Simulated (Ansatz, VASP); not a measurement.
**NiO2 in two plane-wave programs**

Wanted: the spread between two codes on one cell, functional and k mesh. The cell is taken from a series of runs on this material, whose earlier steps may have relaxed, scaled, displaced or heated it; both programs get it as it stands.

Program: Ansatz 0.2.0. Level of theory: plane waves, with VASP 6.6.1 beside it; zone-centre phonons at LDA. Results are calculated unless marked as measured.

### Step 1. The starting structure

It takes space group R-3m (No. 166, trigonal). The conventional cell has a = 2.758 Å, b = 2.758 Å, c = 14.128 Å, α = 90.00°, β = 90.00°, γ = 120.00°. Ni has 6 O at 1.84 Å nearest. O has 3 Ni at 1.84 Å nearest. Farther neighbours and most contacts between anions are not listed.

### Step 2. Ansatz: zone-centre phonons, LDA

Ansatz runs on its PAW soft_1 files.

Second derivatives magnify differences that forces hide, and they need a tight electronic threshold.

input.yaml

```yaml
crystal:
  lattice:
    - [1.3788577094, 0.7960837572, 4.7094447621]
    - [-1.3788577094, 0.7960837572, 4.7094447621]
    - [0.0, -1.5921678519, 4.7094447051]
  atoms:
    - { symbol: Ni, position: [1.0, 0.0, 0.0] }
    - { symbol: O, position: [0.6014409043, 0.6014409043, 0.6014409043] }
    - { symbol: O, position: [0.3985590957, 0.3985590957, 0.3985590957] }
kpoints:
  mp_grid: { grid: [12, 12, 12] }
hamiltonian:
  xc: lda
  pseudopotentials: { kind: paw, azcp: { folder: soft_1 }, xc_functional: pbe }
scf:
  occupations: { method: fixed }
output:
  eigenvalues: true
phonons:
  method: dfpt
  dielectric: true
  rigid_motions: translations
```

Started as:

```bash
> ansatz run input.yaml --threads 4 --pin off --max-ram 10240MiB --backend cpu --events-out ev --progress --plain --runs-dir out
```

Numbers of over 12 decimals in the logs are rounded to 6 here.

What it wrote:

```text
Engine: ansatz 0.2.0, aarch64-unknown-linux-gnu
Pseudopotentials: kind: paw
Pseudopotential: Ni, paw, valence charge 18, recommended cutoff 420 eV (normal), soft_1/Ni.paw.azcp
Pseudopotential: O, paw, valence charge 6, recommended cutoff 420 eV (normal), soft_1/O.paw.azcp
Functional definition: SPW92
  exchange = slater_x
  correlation = pw_c
Crystal: 3 atoms, lattice volume = 31.017 Å³
Basis set: ecut = 420 eV, 615 PW (Γ), exchange–correlation on 72×72×72 points (8 copies of the dense FFT grid, shifted against one another)
Bands: 19, of which v1, the nominal top of the filled ones, is band 15 counted from 1 (14 counted from 0)
Symmetry: 12 space group operations
k-points: 476 of 1728 (irreducible under 2 space group operations, time reversal used)
Non-local potential: Ni, projectors of the file, l = 0: 3, l = 1: 2, l = 2: 3, l = 3: 1
Non-local potential: O, projectors of the file, l = 0: 2, l = 1: 2, l = 2: 1
PAW form: soft (Blöchl's): semilocal exchange-correlation on the pseudo side does not see the compensation charge
PAW frozen core: Ni, regenerated for the run's functional, and the local potential with it (the file was generated under x = pbe(κ = 0.804, μ = 0.219515), c = pbe(β = 0.066725))
PAW frozen core: O, regenerated for the run's functional, and the local potential with it (the file was generated under x = pbe(κ = 0.804, μ = 0.219515), c = pbe(β = 0.066725))
PAW one-centre angular grid: Ni, 590 points (default); XC on 64 Gauss nodes
PAW one-centre angular grid: O, 110 points (default); XC on 64 Gauss nodes
Initial density: superposition of atomic densities (chi_scale 0.1, normalization cell, long waves kept (reshape's long-wave potential 0.20 eV rms))
Initial wavefunctions: pseudopotential atomic-orbital guess
Functional: x = slater, c = lda
SCF iter   1: F=—  HF=-6885.125679 eV  |F-HF|=—  |Δ(HF+E_count)|=         —  Δρ=3.47e-1  dr2=3.15e1  ethr=3.10e-3  ⟨swp⟩=4.1  Hψ=35636  notcnv=0  defer=952
preconditioner: auto → none  [insulator: Δε(μ)=0.006 eV  Ē_g=13.889 eV  n_scr=10 (ndim 8)  ℏωp=31.3 eV  f_vac=0.168  ε∞_Penn≈6.1]
SCF iter   2: F=—  HF=-6908.972454 eV  |F-HF|=—  |Δ(HF+E_count)|=    2.38e1  Δρ=8.54e-1  dr2=1.59e2  ethr=3.10e-3  ⟨swp⟩=4.4  Hψ=28580  notcnv=0  defer=583  recentre
SCF iter   3: F=—  HF=-6881.279893 eV  |F-HF|=—  |Δ(HF+E_count)|=    2.77e1  Δρ=1.18e-1  dr2=1.98e0  ethr=3.10e-3  ⟨swp⟩=4.8  Hψ=28185  notcnv=0  defer=952
SCF iter   4: F=—  HF=-6881.840362 eV  |F-HF|=—  |Δ(HF+E_count)|=   5.60e-1  Δρ=1.73e-1  dr2=7.33e0  ethr=3.10e-3  ⟨swp⟩=3.2  Hψ=22002  notcnv=0  defer=952  recentre
SCF iter   5: F=—  HF=-6881.020847 eV  |F-HF|=—  |Δ(HF+E_count)|=   8.20e-1  Δρ=2.30e-2  dr2=1.24e-1  ethr=3.10e-3  ⟨swp⟩=2.8  Hψ=15527  notcnv=0  defer=952
SCF iter   6: F=—  HF=-6881.012833 eV  |F-HF|=—  |Δ(HF+E_count)|=   8.01e-3  Δρ=1.27e-2  dr2=3.98e-2  ethr=4.15e-4  ⟨swp⟩=2.0  Hψ=12268  notcnv=0  defer=913
SCF iter   7: F=—  HF=-6881.008102 eV  |F-HF|=—  |Δ(HF+E_count)|=   4.73e-3  Δρ=4.79e-3  dr2=5.37e-3  ethr=1.33e-4  ⟨swp⟩=2.0  Hψ=9996  notcnv=0  defer=937
SCF iter   8: F=—  HF=-6881.007477 eV  |F-HF|=—  |Δ(HF+E_count)|=   6.25e-4  Δρ=6.47e-4  dr2=5.53e-5  ethr=1.79e-5  ⟨swp⟩=2.1  Hψ=10768  notcnv=0  defer=952
SCF iter   9: F=—  HF=-6881.007456 eV  |F-HF|=—  |Δ(HF+E_count)|=   2.11e-5  Δρ=2.41e-4  dr2=1.25e-5  ethr=1.84e-7  ⟨swp⟩=2.2  Hψ=14842  notcnv=0  defer=500
SCF iter  10: F=—  HF=-6881.007471 eV  |F-HF|=—  |Δ(HF+E_count)|=   1.47e-5  Δρ=2.31e-5  dr2=1.51e-7  ethr=4.18e-8  ⟨swp⟩=1.0  Hψ=9044  notcnv=0  defer=108
SCF iter  11: F=—  HF=-6881.007467 eV  |F-HF|=—  |Δ(HF+E_count)|=   3.25e-6  Δρ=9.61e-6  dr2=1.93e-8  ethr=5.04e-10  ⟨swp⟩=2.5  Hψ=14369  notcnv=0  defer=30
SCF iter  12: F=—  HF=-6881.007467 eV  |F-HF|=—  |Δ(HF+E_count)|=   3.23e-9  Δρ=1.55e-6  dr2=4.52e-10  ethr=6.44e-11  ⟨swp⟩=1.9  Hψ=12371  notcnv=0  defer=30
SCF iter  13: F=-6881.007467 eV  HF=-6881.007467 eV  |F-HF|=6.64e-11  |Δ(HF+E_count)|=  1.28e-10  Δρ=6.43e-7  dr2=8.49e-11  ethr=1.00e-12  ⟨swp⟩=8.2  Hψ=56454  notcnv=0
SCF 1 converged in 13 iterations: F = -6881.007467 eV  dr2 = 8.49e-11
  greatest PAW one-centre occupation: 1.000 electrons in one spin orbital (limit 2), on the Ni atom at site 0 (counted from 0), in its partial waves of l = 1
NSCF: frozen V_eff on 5 k-points
DFPT response loops at Γ: preconditioner auto → none (the input reference at scf.mixing.eps_inf says where Resta's filter doesn't serve); β = 0.50; Broyden in place of MSR1
── the response to a field inside a basis, on 12×12×12 k-points: an SCF that follows is theirs, and a resumed run solves both again ──
Bands: 16, of which v1, the nominal top of the filled ones, is band 15 counted from 1 (14 counted from 0)
k-points: 182 of 1728
Initial density: handed on by an earlier stage of this run
Initial wavefunctions: pseudopotential atomic-orbital guess (no wavefunctions were taken with the density)
Eigensolver: Dense (182 Hₖ)
SCF iter   1: F=—  HF=-6881.009037 eV  |F-HF|=—  |Δ(HF+E_count)|=         —  Δρ=7.67e-4  dr2=2.54e-5  ethr=1.00e-1
preconditioner: auto → none  [insulator: Δε(μ)=0.910 eV  Ē_g=7.435 eV  n_scr=10 (ndim 8)  ℏωp=31.3 eV  f_vac=0.213  ε∞_Penn≈18.7]
SCF iter   2: F=—  HF=-6881.009037 eV  |F-HF|=—  |Δ(HF+E_count)|=   2.52e-7  Δρ=5.34e-4  dr2=4.56e-5  ethr=8.47e-8
SCF iter   3: F=—  HF=-6881.009071 eV  |F-HF|=—  |Δ(HF+E_count)|=   3.43e-5  Δρ=1.23e-3  dr2=3.36e-4  ethr=8.47e-8  recentre
SCF iter   4: F=—  HF=-6881.009033 eV  |F-HF|=—  |Δ(HF+E_count)|=   3.78e-5  Δρ=7.61e-5  dr2=5.38e-7  ethr=8.47e-8
SCF iter   5: F=-6881.009033 eV  HF=-6881.009033 eV  |F-HF|=1.83e-8  |Δ(HF+E_count)|=   2.16e-8  Δρ=1.51e-5  dr2=3.84e-8  ethr=1.79e-9
SCF 1 converged in 5 iterations: F = -6881.009033 eV  dr2 = 3.84e-8
  greatest PAW one-centre occupation: 1.001 electrons in one spin orbital (limit 2), on the Ni atom at site 0 (counted from 0), in its partial waves of l = 1
DFPT response loops at Γ: mixed as the last ones told, above
SCF converged after 13 iterations
Free energy (F): -6881.007467 eV
Harris-Foulkes:  -6881.007467 eV  (|F-HF|=6.64e-11)
Internal energy: -6881.007467 eV  (E = F + TS)
E sigma→0 (E₀):  -6881.007467 eV
Fermi energy:    7.104986 eV
--- Per-component energies (eV) ---
  E_band       = -512.668280
  E_kinetic    = 669.214491
  E_local      = -5598.930862  (includes V_loc(G=0)·N_el)
  E_nonlocal   = -7.449158
  E_hartree    = 2707.933067
  E_xc         = -252.258183
  E_vxc        = -325.585243  (∫ρ·V_xc dr)
  E_paw        = -1881.433508  (= ΣΔE_a)
  E_vpaw       = -665.785566  (= ΣTr[D̂ρ^β])
  E_aug_tail   = 0.002381  (compensation charges beyond the density's cutoff)
  E_ewald      = -2518.713660
  E_core_change = 0.627964  (= ΣΔE_core)
  E_smearing   = -0.000000  (= −TS)
  E_closure    = -0.000000  (closes the sum)
  Σ components = -6881.007467   (vs F -6881.007467, Δ=0.00e0)
--- Band table (eV; the first three rows and the last of 476) ---
  k-point 0: bands = [... 11 lower, 5.7893, 5.7893, 6.0808, 6.6606, 9.4163, 9.4163, 14.6390, 18.3555]
  k-point 1: bands = [... 11 lower, 5.6744, 5.9632, 6.2201, 6.7144, 9.1791, 9.3521, 14.9563, 18.7031]
  k-point 2: bands = [... 11 lower, 5.5412, 6.1764, 6.4575, 6.7306, 8.6515, 9.2166, 15.7521, 19.5653]
  k-point 475: bands = [... 11 lower, 4.8064, 5.8439, 5.8439, 7.0510, 9.3696, 9.3696, 16.4845, 17.1335]
--- Phonons (Γ-DFPT): 4 representative perturbations + reference, on 476 of 1728 k-points (Σ response iterations 13) ---
  k mesh reduced under 2 symmetry operations, with k and −k counted as one. Each operation leaves every solved perturbation unchanged. A smaller set is not considered because the run solves the response to a homogeneous field
  ASR residual: 4.257e-4 → 0.000e0 eV/Å²; symmetrization residual: 1.207e-5 eV/Å²
  ASR residual per site (eV/Å²): 4.26e-4 1.08e-4 1.08e-4
  Γ frequencies (cm⁻¹): 0.00 0.00 0.00 510.47 510.47 586.59 596.30 596.30 664.89
  ε∞ (high-frequency dielectric tensor):
       14.271067     0.000000     0.000000
        0.000000    14.271067     0.000000
        0.000000     0.000000     4.000655
  ε⁰ (static dielectric tensor: ions relaxed, cell fixed):
       17.173557     0.000000    -0.000000
        0.000000    17.173557     0.000000
       -0.000000     0.000000     4.025871
  ε⁰ − ε∞ (ionic part):
        2.902490     0.000000    -0.000000
        0.000000     2.902490     0.000000
       -0.000000     0.000000     0.025216
  softest optical mode at Γ: 510.47 cm⁻¹; the repairs (sum rule, projections) moved no ω² at Γ by more than (1.95 cm⁻¹)²
  Born effective charges Z* (e; rows j = field, columns β = displacement):
    site 0:
         3.67039   -0.00000   -0.00000
        -0.00000    3.67039    0.00000
        -0.00000    0.00000    0.38146
    site 1:
        -1.83520    0.00000    0.00000
         0.00000   -1.83520   -0.00000
         0.00000   -0.00000   -0.19073
    site 2:
        -1.83520    0.00000    0.00000
         0.00000   -1.83520   -0.00000
         0.00000   -0.00000   -0.19073
  Z* charge neutrality: 1.186e-3 e pre-enforcement
  solved inside a basis spanned on kpoints, on 12×12×12 k-points, its susceptibility summed on 16×16×16: ε∞ is read to err by 4.1e-2, Z* by 2.3e-2 e (field_mesh: kpoints solves on kpoints); Z* is corrected for what the basis lacks
  optical modes at Γ without the LO–TO term, one row a degenerate level:
      ω (cm⁻¹)  modes    IR ((D/Å)²/amu)
        510.47      2             0.0000
        586.59      1             0.0000
        596.30      2            30.0173
        664.89      1             0.1621
  optical modes at Γ + LO–TO along q̂ = [1.0000, 0.0000, 0.0000]:
      ω (cm⁻¹)  modes    IR ((D/Å)²/amu)
        510.47      2             0.0000
        586.59      1             0.0000
[...]
optical modes at Γ + LO–TO along q̂ = [0.0000, 1.0000, 0.0000]:
      ω (cm⁻¹)  modes    IR ((D/Å)²/amu)
[...]
586.59      1             0.0000
        596.30      1            15.0087
        654.14      1            15.0087
        664.89      1             0.1621
  optical modes at Γ + LO–TO along q̂ = [0.0000, 0.0000, 1.0000]:
      ω (cm⁻¹)  modes    IR ((D/Å)²/amu)
        510.47      2             0.0000
        586.59      1             0.0000
        596.30      2            30.0173
        666.98      1             0.1621
```

Reading the cycles: dr2 is the Hartree energy of the density residual (eV), the measure of convergence; HF is the Harris–Foulkes estimate of the energy, which meets the free energy F at convergence.

(Part 1 of 3 ends here.)

[Lines on the potential files, build, host, timing and source positions are cut from VASP's logs without a mark.]

[Logs are printed without paths, hosts, clocks, repeated set-up lines and the standing remarks that a program may print on its own settings, such as how far it seeks lower states.]

[Hosts, paths, dates, database ids (printed as entryN), source tags and the programs' standing remarks are cut or masked in the printed files.]
